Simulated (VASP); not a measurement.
# MgCd2Te3 (I-4m2) in VASP: band structure with PBE

Aim: the band structure of MgCd2Te3 with PBE.

All numbers are computed with VASP 6.6.1; they aren't measurements. Logs are shortened: lines on timing, memory, paths and dates and some standing lists are left out, and cuts for length are marked.

### 1 The structure

Symmetry: I-4m2, No. 119, tetragonal system. The conventional cell has a = 4.659 Å, b = 4.659 Å, c = 19.708 Å, α = 90.00°, β = 90.00°, γ = 90.00°. Around Mg (site symmetry -4m2) lie 4 Te at 2.82 Å. Cd (site symmetry 2mm) has 4 Te at 2.86 to 2.87 Å as nearest neighbours. Te (site symmetry 2mm) is surrounded by 2 Mg at 2.82 Å and 2 Cd at 2.87 Å. Te (site symmetry -4m2) has 4 Cd at 2.86 Å as nearest neighbours.

The cell was built by a generator and needn't be a form met in nature.

### 2 Band structure, PBE

Input file INCAR:

```
  ALGO = Normal
  EDIFF = 1E-7
  ENCUT = 520
  GGA = PE
  ISIF = 2
  ISMEAR = 0
  KPAR = 2
  LASPH = True
  LCHARG = False
  LREAL = False
  LWAVE = False
  NBANDS = 31
  NELM = 60
  PREC = Accurate
  SIGMA = 0.03
```

Input file KPOINTS:

```
k-points
0
Gamma
  8 8 8
```

Input file POSCAR:

```
MgCd2Te3
1.0
   -2.3297000000      2.3297000000      9.8539400000
    2.3297000000     -2.3297000000      9.8539400000
    2.3297000000      2.3297000000     -9.8539400000
Mg Cd Te
1 2 3
Direct
    0.0000000000      0.0000000000      0.0000000000
    0.3344760000      0.3344760000      0.0000000000
    0.6655240000      0.6655240000      0.0000000000
    0.9193660000      0.4193660000      0.5000000000
    0.5806340000      0.0806340000      0.5000000000
    0.2500000000      0.7500000000      0.5000000000
```

Input file KPOINTS_OPT:

```
path GXYSGZS1NPY1Z,XP
15
line-mode
reciprocal
 0.0000000000  0.0000000000  0.0000000000  G
-0.5000000000  0.5000000000  0.0000000000  X

-0.5000000000  0.5000000000  0.0000000000  X
-0.5000000000  0.5000000000 -0.0279479641  Y

-0.5000000000  0.5000000000 -0.0279479641  Y
-0.2639739820  0.2639739820 -0.2639739820  S

-0.2639739820  0.2639739820 -0.2639739820  S
 0.0000000000  0.0000000000  0.0000000000  G

 0.0000000000  0.0000000000  0.0000000000  G
 0.5000000000  0.5000000000 -0.5000000000  Z

 0.5000000000  0.5000000000 -0.5000000000  Z
 0.2639739820  0.7360260180 -0.7360260180  S1

 0.2639739820  0.7360260180 -0.7360260180  S1
 0.0000000000  0.5000000000 -0.5000000000  N

 0.0000000000  0.5000000000 -0.5000000000  N
-0.2500000000  0.7500000000 -0.2500000000  P

-0.2500000000  0.7500000000 -0.2500000000  P
 0.0279479641  0.9720520359 -0.5000000000  Y1

 0.0279479641  0.9720520359 -0.5000000000  Y1
 0.5000000000  0.5000000000 -0.5000000000  Z

-0.5000000000  0.5000000000  0.0000000000  X
-0.2500000000  0.7500000000 -0.2500000000  P
```

Potentials or basis: VASP PAW PBE potentials, release 64 (Mg, Cd, Te).

On the command line:

```
$ cat potpaw_PBE.64/Mg/POTCAR potpaw_PBE.64/Cd/POTCAR potpaw_PBE.64/Te/POTCAR > POTCAR
$ mpirun -np 2 vasp_std > vasp.out
```

OUTCAR:

```text
EDIFF = 1E-7
   ENCUT = 520
   GGA = PE
   ISIF = 2
   ISMEAR = 0
   LASPH = True
   LREAL = False
   NELM = 60
   PREC = Accurate

 ion  position               nearest neighbor table
   1  0.000  0.000  0.000-   5 2.82   4 2.82   5 2.82   4 2.82
   2  0.334  0.334  0.000-   6 2.86   6 2.86   4 2.87   4 2.87
   3  0.666  0.666  0.000-   6 2.86   6 2.86   5 2.87   5 2.87
   4  0.919  0.419  0.500-   1 2.82   1 2.82   2 2.87   2 2.87
   5  0.581  0.081  0.500-   1 2.82   1 2.82   3 2.87   3 2.87
   6  0.250  0.750  0.500-   2 2.86   3 2.86   2 2.86   3 2.86

  LATTYP: Found a body centered tetragonal cell.
 ALAT       =     4.6594000000
 C/A-ratio  =     4.2297033953

  Lattice vectors:

 A1 = (  -2.3297000000,   2.3297000000,   9.8539400000)
 A2 = (   2.3297000000,  -2.3297000000,   9.8539400000)
 A3 = (   2.3297000000,   2.3297000000,  -9.8539400000)

Analysis of symmetry for initial positions (statically):
=====================================================================
 Subroutine PRICEL returns:
 Original cell was already a primitive cell.

 Routine SETGRP: Setting up the symmetry group for a
 body centered tetragonal supercell.

 Subroutine GETGRP returns: Found  8 space group operations
 (whereof  8 operations were pure point group operations)
 out of a pool of 16 trial point group operations.

The static configuration has the point symmetry D_2d.

Analysis of symmetry for dynamics (positions and initial velocities):
=====================================================================
 Subroutine PRICEL returns:
 Original cell was already a primitive cell.

 Routine SETGRP: Setting up the symmetry group for a
 body centered tetragonal supercell.

 Subroutine GETGRP returns: Found  8 space group operations
 (whereof  8 operations were pure point group operations)
 out of a pool of 16 trial point group operations.

The dynamic configuration has the point symmetry D_2d.

 Subroutine INISYM returns: Found  8 space group operations
 (whereof  8 operations are pure point group operations),
 and found     1 'primitive' translations

----------------------------------------------------------------------------------------

                                     Primitive cell

  volume of cell :     213.9291

  direct lattice vectors                    reciprocal lattice vectors
    -2.329700000  2.329700000  9.853940000     0.000000000  0.214619908  0.050741125
     2.329700000 -2.329700000  9.853940000     0.214619908  0.000000000  0.050741125
     2.329700000  2.329700000 -9.853940000     0.214619908  0.214619908  0.000000000

  length of vectors
    10.390146183 10.390146183 10.390146183     0.220536543  0.220536543  0.303518385

  position of ions in fractional coordinates (direct lattice)
     0.000000000  0.000000000  0.000000000
     0.334476000  0.334476000  0.000000000
     0.665524000  0.665524000  0.000000000
     0.919366000  0.419366000  0.500000000
     0.580634000  0.080634000  0.500000000
     0.250000000  0.750000000  0.500000000

  ion indices of the primitive-cell ions
   primitive index   ion index
                 1           1
                 2           2
                 3           3
                 4           4
                 5           5
                 6           6

----------------------------------------------------------------------------------------

 KPOINTS: k-points

Automatic generation of k-mesh.
 Grid dimensions read from file:
 generate k-points for:    8    8    8

 Generating k-lattice:

  Cartesian coordinates                     Fractional coordinates (reciprocal lattice)
     0.000000000  0.026827489  0.006342641     0.125000000  0.000000000  0.000000000
     0.026827489  0.000000000  0.006342641     0.000000000  0.125000000  0.000000000
     0.026827489  0.026827489  0.000000000     0.000000000  0.000000000  0.125000000

  Length of vectors
     0.027567068  0.027567068  0.037939798

  Shift w.r.t. Gamma in fractional coordinates (k-lattice)
     0.000000000  0.000000000  0.000000000

 Subroutine IBZKPT returns following result:
 ===========================================

 Found     59 irreducible k-points:

 Following reciprocal coordinates:
            Coordinates               Weight
  0.000000  0.000000  0.000000      1.000000
  0.125000  0.000000  0.000000      8.000000
  0.250000  0.000000  0.000000      8.000000
  0.375000  0.000000  0.000000      8.000000
  0.500000  0.000000  0.000000      4.000000
  0.125000  0.125000  0.000000      8.000000
[... 16 lines left out ...]
  0.250000  0.125000  0.125000     16.000000
  0.375000  0.125000  0.125000      8.000000
 [... further k-points ...]
   k-points           NKPTS =     59   k-points in BZ     NKDIM =     59   number of bands    NBANDS=     31
   number of dos      NEDOS =    301   number of ions     NIONS =      6
   total plane-waves  NPLWV = 512000
   dimension x,y,z NGX =    80 NGY =   80 NGZ =   80
   dimension x,y,z NGXF=   160 NGYF=  160 NGZF=  160
   ions per type =               1   2   3
   NGX,Y,Z   is equivalent  to a cutoff of  12.80, 12.80, 12.80 a.u.
   NGXF,Y,Z  is equivalent  to a cutoff of  25.60, 25.60, 25.60 a.u.
 SYSTEM =  unknown system
   PREC   = accura    normal or accurate (medium, high low for compatibility)
   ISTART =      0    job   : 0-new  1-cont  2-samecut
   ICHARG =      2    charge: 1-file 2-atom 10-const
   ISPIN  =      1    spin polarized calculation?
   LNONCOLLINEAR =      F non collinear calculations
   LSORBIT =      F    spin-orbit coupling
   LASPH  =      T    aspherical Exc in radial PAW
   ENCUT  =  520.0 eV  38.22 Ry    6.18 a.u.  19.32 19.32 19.32*2*pi/ulx,y,z
   NELM   =     60;   NELMIN=  2; NELMDL= -5     # of ELM steps
   EDIFF  = 0.1E-06   stopping-criterion for ELM
   LREAL  =      F    real-space projection
   EDIFFG = 0.1E-05   stopping-criterion for IOM
   NSW    =      0    number of steps for IOM
   IBRION =     -1    ionic relax: 0-MD 1-quasi-New 2-CG
   NFREE  =      0    steps in history (QN), initial steepest desc. (CG)
   ISIF   =      2    stress and relaxation
   ISYM   =      2    0-nonsym 1-usesym 2-fastsym
   POTIM  = 0.5000    time-step for ionic-motion
   TEBEG  =    0.0;   TEEND  =   0.0 temperature during run
   PSTRESS=    0.0 pullay stress
   NELECT =      44.0000    total number of electrons
   NUPDOWN=      -1.0000    fix difference up-down
   EMIN   =  10.00;   EMAX   =-10.00  energy-range for DOS
   EFERMI =   0.00;   METHOD = LEGACY
   ISMEAR =     0;   SIGMA  =   0.03  broadening in eV -4-tet -1-fermi 0-gaus
   EFERMI_NEDOS =   21; number of points for ismear=-14 and -15
   IALGO  =     38    algorithm
   IMIX   =      4    mixing-type and parameters
     AMIX     =   0.40;   BMIX     =  1.00
     AMIX_MAG =   1.60;   BMIX_MAG =  1.00
  volume/ion in A,a.u.               =      35.65       240.61
  Fermi-wavevector in a.u.,A,eV,Ry     =   0.966353  1.826142 12.705636  0.933838
  Thomas-Fermi vector in A             =   2.096147
   LORBIT       =      0    0 simple, 1 ext, 2 COOP (PROOUT), +10 PAW based schemes
   GGA     = PE    functional components
   LHFCALC =     F    Hartree Fock is set to
   AEXX    =    0.0000 exact exchange contribution
   IVDW    =     0    specifies the selected vdW correction
   LEPSILON=     F    determine dielectric tensor
   LRPA    =     F    only Hartree local field effects (RPA)
 non-spin polarized calculation
 Gauss-broadening in eV      SIGMA  =   0.03
  energy-cutoff  :      520.00
  volume of cell :      213.93
 maximum number of plane-waves:      5812
 NGX is ok and might be reduce to    80
   NGX = 39   NGY = 39   NGZ = 39

 number of electron      44.0000004 magnetization

 Free energy of the ion-electron system (eV)
  ---------------------------------------------------
  ext. energy  EPLUGINS =         0.00000000
  ---------------------------------------------------
  free energy    TOTEN  =       -16.01746876 eV

  energy without entropy =      -16.01746876  energy(sigma->0) =      -16.01746876

 E-fermi :   1.9404     XC(G=0):  -8.1334

 val. band max:        1.7851181511   @ k =   0.0000   0.0000   0.0000
 cond. band min:       2.8771179037   @ k =   0.0000   0.0000   0.0000
 fundamental gap:      1.0919997526
 Fermi energy:         1.9404489085

 k-point     1 :       0.0000    0.0000    0.0000
  band No.  band energies     occupation
      1      -8.8334      2.00000
      2      -8.5136      2.00000
      3      -8.3228      2.00000
      4      -6.1227      2.00000
      5      -6.1227      2.00000
      6      -6.0564      2.00000
[... 23 lines left out ...]
     30       6.6672      0.00000
     31       8.8860      0.00000

 k-point     2 :       0.1250    0.0000    0.0000
  band No.  band energies     occupation
      1      -8.7953      2.00000
      2      -8.5059      2.00000
      3      -8.3116      2.00000
      4      -6.1201      2.00000
      5      -6.1066      2.00000
      6      -6.0804      2.00000
[... 23 lines left out ...]
     30       6.8977      0.00000
     31       8.0143      0.00000

 k-point     3 :       0.2500    0.0000    0.0000
  band No.  band energies     occupation
      1      -8.6986      2.00000
      2      -8.4806      2.00000
      3      -8.2941      2.00000
      4      -6.1130      2.00000
      5      -6.0941      2.00000
      6      -6.0653      2.00000
[... 23 lines left out ...]
     30       7.3478      0.00000
     31       7.6441      0.00000

 k-point     4 :       0.3750    0.0000    0.0000
  band No.  band energies     occupation
      1      -8.5980      2.00000
      2      -8.4318      2.00000
      3      -8.3007      2.00000
      4      -6.1035      2.00000
      5      -6.0970      2.00000
      6      -6.0745      2.00000
[... 635 lines left out ...]
     30       7.4626      0.00000
     31       7.9854      0.00000

 k-point    23 :       0.2500    0.1250    0.1250
  band No.  band energies     occupation
      1      -8.5319      2.00000
      2      -8.3536      2.00000
      3      -8.2563      2.00000
      4      -6.0746      2.00000
      5      -6.0658      2.00000
      6      -6.0591      2.00000
[... 23 lines left out ...]
     30       7.9097      0.00000
     31       8.0533      0.00000

 k-point    24 :       0.3750    0.1250    0.1250
  band No.  band energies     occupation
      1      -8.5063      2.00000
      2      -8.3007      2.00000
      3      -8.2765      2.00000
      4      -6.0719      2.00000
      5      -6.0613      2.00000
      6      -6.0554      2.00000
[... 23 lines left out ...]
     30       7.8964      0.00000
     31       8.0410      0.00000

 [... further k-points ...]

------------------------ aborting loop because EDIFF is reached ----------------------------------------

  FORCE on cell =-STRESS in cart. coord.  units (eV):
  Direction    XX          YY          ZZ          XY          YZ          ZX
  --------------------------------------------------------------------------------------
  -------------------------------------------------------------------------------------
  Total        0.0627217      0.0627217      0.0439043      0.0000000      0.0000000     -0.0000000
  in kB        0.4697408      0.4697408      0.3288122      0.0000000      0.0000000     -0.0000000
  external PRESSURE =       0.4227646 kB  Pullay stress =       0.0000000 kB

 VOLUME and BASIS-vectors are now :
 -----------------------------------------------------------------------------
  energy-cutoff  :      520.00
  volume of cell :      213.93
      direct lattice vectors                 reciprocal lattice vectors
    -2.329700000  2.329700000  9.853940000     0.000000000  0.214619908  0.050741125
     2.329700000 -2.329700000  9.853940000     0.214619908  0.000000000  0.050741125
     2.329700000  2.329700000 -9.853940000     0.214619908  0.214619908  0.000000000

 POSITION                                       TOTAL-FORCE (eV/Angst)
 -----------------------------------------------------------------------------------
      0.00000      0.00000      0.00000        -0.000000      0.000000     -0.000000
      0.00000      0.00000      6.59181         0.000000     -0.000000      0.000632
      0.00000      0.00000     13.11607         0.000000     -0.000000     -0.000632
      0.00000      2.32970      8.26481        -0.000000      0.000000      0.001117
      0.00000      2.32970      1.58913        -0.000000      0.000000     -0.001117
      2.32970      0.00000      4.92697        -0.000000      0.000000     -0.000000
 -----------------------------------------------------------------------------------
    total drift:                               -0.000001      0.000001     -0.000000

  FREE ENERGIE OF THE ION-ELECTRON SYSTEM (eV)
  ---------------------------------------------------
  free  energy   TOTEN  =       -16.0174687570 eV

  energy  without entropy=      -16.0174687570  energy(sigma->0) =      -16.01746876
```

Run time: 26 min. Hardware: 2 MPI ranks of Intel Xeon Platinum 8559C (Emerald Rapids), shared host; peak memory 1.2 GiB.

What came out:

| Item | Value |
| --- | --- |
| Free energy | -16.0175 eV |
| Pressure | 0.0 GPa |
| Band gap on the k mesh | 1.09 eV, direct |
| Band gap along the path | 1.09 eV, direct |

Levels at the corners of the path, in eV from the valence-band top:
| point | band 19 | band 20 | band 21 | band 22 | band 23 | band 24 | band 25 | band 26 |
| --- | --- | --- | --- | --- | --- | --- | --- | --- |
| Γ | -1.14 | -0.03 | 0.00 | 0.00 | 1.09 | 2.89 | 3.18 | 3.34 |
| X | -1.73 | -1.70 | -1.50 | -1.49 | 2.76 | 2.76 | 3.76 | 3.79 |
| X | -1.73 | -1.70 | -1.50 | -1.49 | 2.76 | 2.76 | 3.76 | 3.79 |
| Y | -1.70 | -1.66 | -1.51 | -1.51 | 2.80 | 2.80 | 3.75 | 3.80 |
| Y | -1.70 | -1.66 | -1.51 | -1.51 | 2.80 | 2.80 | 3.75 | 3.80 |
| S | -0.83 | -0.75 | -0.59 | -0.49 | 2.15 | 2.61 | 3.56 | 5.08 |
| S | -0.83 | -0.75 | -0.59 | -0.49 | 2.15 | 2.61 | 3.56 | 5.08 |
| Γ | -1.14 | -0.03 | 0.00 | 0.00 | 1.09 | 2.89 | 3.18 | 3.34 |
| Γ | -1.14 | -0.03 | 0.00 | 0.00 | 1.09 | 2.89 | 3.18 | 3.34 |
| Z | -0.62 | -0.62 | -0.35 | -0.35 | 2.38 | 2.68 | 2.86 | 3.19 |
| Z | -0.62 | -0.62 | -0.35 | -0.35 | 2.38 | 2.68 | 2.86 | 3.19 |
| S1 | -0.83 | -0.75 | -0.59 | -0.49 | 2.15 | 2.61 | 3.56 | 5.08 |
| S1 | -0.83 | -0.75 | -0.59 | -0.49 | 2.15 | 2.61 | 3.56 | 5.08 |
| N | -0.82 | -0.60 | -0.57 | -0.51 | 2.08 | 2.90 | 3.46 | 4.92 |
| N | -0.82 | -0.60 | -0.57 | -0.51 | 2.08 | 2.90 | 3.46 | 4.92 |
| P | -1.66 | -1.59 | -1.59 | -1.56 | 2.86 | 3.00 | 3.14 | 3.47 |
| P | -1.66 | -1.59 | -1.59 | -1.56 | 2.86 | 3.00 | 3.14 | 3.47 |
| Y1 | -1.70 | -1.66 | -1.51 | -1.51 | 2.80 | 2.80 | 3.75 | 3.80 |
| Y1 | -1.70 | -1.66 | -1.51 | -1.51 | 2.80 | 2.80 | 3.75 | 3.80 |
| Z | -0.62 | -0.62 | -0.35 | -0.35 | 2.38 | 2.68 | 2.86 | 3.19 |
| X | -1.73 | -1.70 | -1.50 | -1.49 | 2.76 | 2.76 | 3.76 | 3.79 |
| P | -1.66 | -1.59 | -1.59 | -1.56 | 2.86 | 3.00 | 3.14 | 3.47 |

Caveat: spin-orbit coupling is left out, which moves the levels of the heavy elements.
